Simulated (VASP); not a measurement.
Runs of VASP 6.6.1 on BPd4. It takes space group Pmm2 (No. 25, orthorhombic). Conventional cell: a = 2.892 Å, b = 4.365 Å, c = 5.856 Å, α = 90.00°, β = 90.00°, γ = 90.00°. Around Pd (site symmetry mm2) lie 1 B at 1.96 Å. Pd (site symmetry mm2) has 2 B at 2.03 Å as nearest neighbours. Around Pd (site symmetry mm2) lie 10 Pd at 2.73 to 3.07 Å. Pd (site symmetry mm2) is surrounded by 2 B at 2.18 Å. B (site symmetry mm2) has 5 Pd at 1.96 to 2.18 Å as nearest neighbours. The cell comes from a database or a generator and needn't be the stable form of this composition.

```csv
level,pressure (GPa),largest force (eV/Å)
PW91,-0.6,0.18
PBEsol,-8.5,0.14
SCAN,-6.7,0.33
AM05,-8.8,0.16
RPBE,2.8,0.20
TPSS,(b),0.14
PBE,-1.2,0.20
r2SCAN,(a),0.24
```

Alike in all rows: task band structure; potentials or basis VASP PAW PBE potentials, release 64 (Pd, B); no spin polarisation; cell as given; k mesh 7 × 5 × 4; cutoff (eV) 520; smearing fermi-dirac 0.05 eV.

Problem. Fill in the values left out.

Solution. (a) -4.0; (b) -5.0.

Caveats: the PAW data sets were made with another functional, which shifts forces and pressure a little (some runs).
